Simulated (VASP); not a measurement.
# ScPd under strain, part 4 of 4

How does the pressure of ScPd answer to a change of volume? The bands are shown for each cell. All runs use PBEsol. Left out of this account: 1 further run (self-consistent run: a reference on another mesh). The start is a cell from a database of measured crystal structures.

VASP 6.6.1; PBEsol; plane waves and PAW (Sc_sv, Pd).

Still holding for the runs below: This run has no spin polarisation. Its electron count is odd, so without a moment it is a metal by construction. Spin-orbit coupling is off here; it would split degenerate levels.

So far, pressure (GPa): step 2 (bands, cell as listed) -1.70; step 4 (cell volume +8.0 %) -9.32; step 5 (bands, sheared, principal strains -2.9, -0.0, +3.0 %) -1.79; step 6 (cell volume -4.0 %) 3.52; step 7 (cell volume -8.0 %) 10.0.

## Step 8: Bands, atoms displaced by up to 0.13 Å

The atoms are moved off their sites at random, as a crude picture of disorder.

Input file INCAR:

```
SYSTEM = ScPd
PREC = Accurate
ENCUT = 400
EDIFF = 1E-06
NELM = 100
ISMEAR = -1
SIGMA = 0.05
LREAL = .FALSE.
ALGO = Normal
GGA = PS
NBANDS = 22
LASPH = .TRUE.
LORBIT = 11
LWAVE = .FALSE.
LCHARG = .FALSE.
KPAR = 2
```

Input file POSCAR:

```
ScPd
1.0
    3.2830000000      0.0000000000      0.0000000000
    0.0000000000      3.2830000000      0.0000000000
    0.0000000000      0.0000000000      3.2830000000
Sc Pd
1 1
Direct
    0.4700670000      0.5170920000      0.5215920000
   -0.0118560000      0.0074360000     -0.0005200000
```

Input file KPOINTS:

```
Automatic mesh
0
Gamma
12 12 12
0 0 0
```

Input file KPOINTS_OPT:

```
Line mode
16
Line-mode
Reciprocal
  0.00000000   0.00000000   0.00000000 GAMMA
  0.00000000   0.50000000   0.00000000 X

  0.00000000   0.50000000   0.00000000 X
  0.50000000   0.50000000   0.00000000 M

  0.50000000   0.50000000   0.00000000 M
  0.00000000   0.00000000   0.00000000 GAMMA

  0.00000000   0.00000000   0.00000000 GAMMA
  0.50000000   0.50000000   0.50000000 R

  0.50000000   0.50000000   0.50000000 R
  0.00000000   0.50000000   0.00000000 X

  0.50000000   0.50000000   0.00000000 M
  0.50000000   0.50000000   0.50000000 R
```

PAW data sets: Sc_sv and Pd (PBE family, release 64).

Run with:

```
$ mpirun -np 2 vasp_std
```

Log:

```text
[... set-up lines as in an earlier step ...]
 entering main loop
       N       E                     dE             d eps       ncg     rms          rms(c)
DAV:   1     0.162681393525E+03    0.16268E+03   -0.84378E+03 39008   0.791E+02
DAV:   2    -0.109143998021E+02   -0.17360E+03   -0.16602E+03 38624   0.283E+02
DAV:   3    -0.157278294197E+02   -0.48134E+01   -0.47709E+01 46186   0.593E+01
DAV:   4    -0.158259016902E+02   -0.98072E-01   -0.98022E-01 46610   0.707E+00
DAV:   5    -0.158310337976E+02   -0.51321E-02   -0.51319E-02 55056   0.164E+00    0.864E+00
DAV:   6    -0.145397482995E+02    0.12913E+01   -0.14132E+00 52144   0.154E+01    0.339E+00
DAV:   7    -0.143665343037E+02    0.17321E+00   -0.60284E-01 53412   0.633E+00    0.112E+00
DAV:   8    -0.143406062249E+02    0.25928E-01   -0.81259E-02 57782   0.234E+00    0.585E-01
DAV:   9    -0.143358819945E+02    0.47242E-02   -0.21769E-02 41510   0.193E+00    0.269E-01
DAV:  10    -0.143348393439E+02    0.10427E-02   -0.68123E-03 47752   0.970E-01    0.844E-02
DAV:  11    -0.143346570435E+02    0.18230E-03   -0.67992E-04 56170   0.297E-01    0.180E-02
DAV:  12    -0.143346563137E+02    0.72978E-06   -0.16400E-05 56628   0.332E-02    0.513E-03
DAV:  13    -0.143346561739E+02    0.13980E-06   -0.52852E-07 24316   0.585E-03
   1 F= -.14334656E+02 E0= -.14328832E+02  d E =-.116482E-01
 Start KPOINTS_OPT (optional k-point list driver)
k-point batch [1-96\96]
       N       E                     dE             ncg
DAV:   1     0.225404184973E+05   -0.50664E+05     4280
DAV:   2     0.627948339572E+04   -0.16261E+05     4308
DAV:   3     0.584487371722E+04   -0.43461E+03     4900
DAV:   4     0.583598134144E+04   -0.88924E+01     5216
DAV:   5     0.583548106001E+04   -0.50028E+00     5982
DAV:   6     0.583547797851E+04   -0.30815E-02     5250
DAV:   7     0.583547789007E+04   -0.88440E-04     5768
DAV:   8     0.583547788947E+04   -0.59682E-06     2912
```

Wall time 88 s (2 MPI ranks of AMD EPYC 9R45, shared host); peak memory 1.4 GiB.

OUTCAR, selected parts (step 8):

```text
   NELECT =      21.0000    total number of electrons

 E-fermi :   7.2961

 k-point     1 :       0.0000    0.0000    0.0000
  band No.  band energies     occupation
    ...
      6       2.5885      2.00000
      7       2.5988      2.00000
      8       4.4218      2.00000
      9       4.4441      2.00000
     10       4.4444      2.00000
     11       8.4367      0.00000
     12       8.4612      0.00000
     13      10.5608      0.00000
     14      10.5612      0.00000
     15      10.5893      0.00000
    ...

  Total       -0.3106971     -0.3016787     -0.3169514     -0.0162517      0.0197144     -0.0365465
  in kB      -14.0680880    -13.6597457    -14.3512802     -0.7358624      0.8926485     -1.6547912
  external PRESSURE =     -14.0263713 kB  Pullay stress =       0.0000000 kB

 POSITION                                       TOTAL-FORCE (eV/Angst)
 -----------------------------------------------------------------------------------
      1.54323      1.69761      1.71239         0.181124     -0.097069     -0.221029
      3.24408      0.02441      3.28129        -0.181124      0.097069      0.221029
 -----------------------------------------------------------------------------------
    total drift:                               -0.000177     -0.000192      0.000166

  FREE ENERGIE OF THE ION-ELECTRON SYSTEM (eV)
  ---------------------------------------------------
  free  energy   TOTEN  =       -14.3346561739 eV

  energy  without entropy=      -14.3230079731  energy(sigma->0) =      -14.32883207

[... 5 parts as in an earlier step ...]

[... 12 further parts left out ...]
```

This step gave:

```
SCF cycles              : 13
irreducible k-points    : 868
symmetry operations     : 1
free energy (TOTEN)     : -14.33 eV
energy at zero smearing : -14.33 eV
Fermi energy            : 7.296 eV
pressure                : -1.403 GPa
```

Electronic bands along the path, in eV, zero at the Fermi level; # counts the bands kept, so #1 is VASP's band 5:

| point | #3 | #4 | #5 | #6 | #7 | #8 | #9 | #10 |
| --- | --- | --- | --- | --- | --- | --- | --- | --- |
| Γ | -4.70 | -2.87 | -2.85 | -2.85 | 1.14 | 1.17 | 3.26 | 3.26 |
| 0.47 of the way | -4.23 | -3.00 | -2.99 | -2.74 | 0.67 | 1.10 | 2.22 | 2.23 |
| X | -3.17 | -3.16 | -3.04 | -2.59 | -0.72 | 0.06 | 1.36 | 1.36 |
| 0.47 of the way | -3.38 | -3.38 | -3.13 | -1.42 | -0.91 | 0.87 | 1.50 | 2.21 |
| M | -3.64 | -3.63 | -1.98 | -0.57 | 0.61 | 0.62 | 1.66 | 3.10 |
| 0.53 of the way | -3.81 | -3.22 | -3.11 | -2.87 | 0.83 | 1.12 | 1.39 | 2.07 |
| Γ | -4.70 | -2.87 | -2.85 | -2.85 | 1.14 | 1.17 | 3.26 | 3.26 |
| 0.47 of the way | -3.71 | -3.42 | -3.40 | -3.16 | 1.08 | 1.10 | 2.00 | 2.13 |
| R | -3.98 | -1.94 | -1.94 | -1.13 | -1.13 | -1.13 | 3.68 | 3.68 |
| 0.53 of the way | -3.67 | -3.49 | -3.39 | -1.03 | -1.01 | 0.82 | 1.57 | 2.93 |
| X | -3.17 | -3.16 | -3.04 | -2.59 | -0.72 | 0.06 | 1.36 | 1.36 |
| jump to M | -3.64 | -3.63 | -1.98 | -0.57 | 0.61 | 0.62 | 1.66 | 3.10 |
| 0.47 of the way | -3.80 | -3.77 | -1.96 | -0.59 | -0.39 | -0.38 | 2.33 | 3.64 |
| R | -3.98 | -1.94 | -1.94 | -1.13 | -1.13 | -1.13 | 3.68 | 3.68 |

Of the projections kept (Sc, Pd), the largest for each band there; the rest of the weight can lie on other orbitals:

| point | #3 | #4 | #5 | #6 | #7 | #8 | #9 | #10 |
| --- | --- | --- | --- | --- | --- | --- | --- | --- |
| Γ | Pd 0.88 | Pd 0.94 | Pd 0.94 | Pd 0.94 | Sc 0.76 | Sc 0.76 | Sc 0.92 | Sc 0.92 |
| X | Pd 0.98 | Pd 0.97 | Sc 0.58 | Pd 1.00 | Pd 0.93 | Sc 0.99 | Sc 0.91 | Sc 0.91 |
| M | Pd 0.89 | Pd 0.89 | Pd 1.00 | Pd 0.67 | Pd 0.61 | Pd 0.62 | Sc 0.77 | Sc 0.83 |
| Γ | Pd 0.88 | Pd 0.94 | Pd 0.94 | Pd 0.94 | Sc 0.76 | Sc 0.76 | Sc 0.92 | Sc 0.92 |
| R | Pd 0.94 | Pd 1.00 | Pd 1.00 | Sc 0.71 | Sc 0.71 | Sc 0.71 | Sc 1.00 | Sc 1.00 |
| X | Pd 0.98 | Pd 0.97 | Sc 0.58 | Pd 1.00 | Pd 0.93 | Sc 0.99 | Sc 0.91 | Sc 0.91 |

Force by atom:

| atom | x (eV/Å) | y (eV/Å) | z (eV/Å) | size |
| --- | --- | --- | --- | --- |
| Sc1 | 0.181 | -0.097 | -0.221 | 0.302 |
| Pd2 | -0.181 | 0.097 | 0.221 | 0.302 |

 The pressure is -1.40 GPa, and the symmetry operations fall from 48 to 1.

## Step 9: The runs together

```
                                         cell      mesh  pressure (GPa)  gap (eV)
                               cell as listed  12×12×12           -1.70      none
                            volume times 1.04  12×12×12           -5.94      none
                            volume times 1.08  12×12×12           -9.32      none
sheared, principal strains -2.9, -0.0, +3.0 %  12×12×12           -1.79      none
                            volume times 0.96  12×12×12            3.52      none
                            volume times 0.92  12×12×12           10.03      none
              atoms displaced by up to 0.13 Å  12×12×12           -1.40      none
```

## Step 10: What came out

```
pressure, cell as listed                                    : -1.70 GPa
pressure, volume times 1.04                                 : -5.94 GPa
pressure, volume times 1.08                                 : -9.32 GPa
pressure, sheared, principal strains -2.9, -0.0, +3.0 %     : -1.79 GPa
pressure, volume times 0.96                                 : 3.52 GPa
pressure, volume times 0.92                                 : 10.0 GPa
pressure, atoms displaced by up to 0.13 Å                   : -1.40 GPa
bulk modulus at the listed volume, shape and positions held : 119 GPa
```

**Reading.** The slope of pressure against ln V at the listed volume gives a bulk modulus of 119 GPa at fixed shape and positions. Spin-orbit coupling is left out; it would split some degenerate bands. With an odd electron count and no spin the cell is a metal by construction.

[Lines on the potential files, build, host, timing and source positions are cut from VASP's logs without a mark.]

[Logs are printed without paths, hosts, clocks, repeated set-up lines and the standing remarks that a program may print on its own settings, such as how far it seeks lower states.]

[Hosts, paths, dates, database ids (printed as entryN), source tags and the programs' standing remarks are cut or masked in the printed files.]

[A measured line is paired with the nearest computed mode of its activity, which favours agreement.]
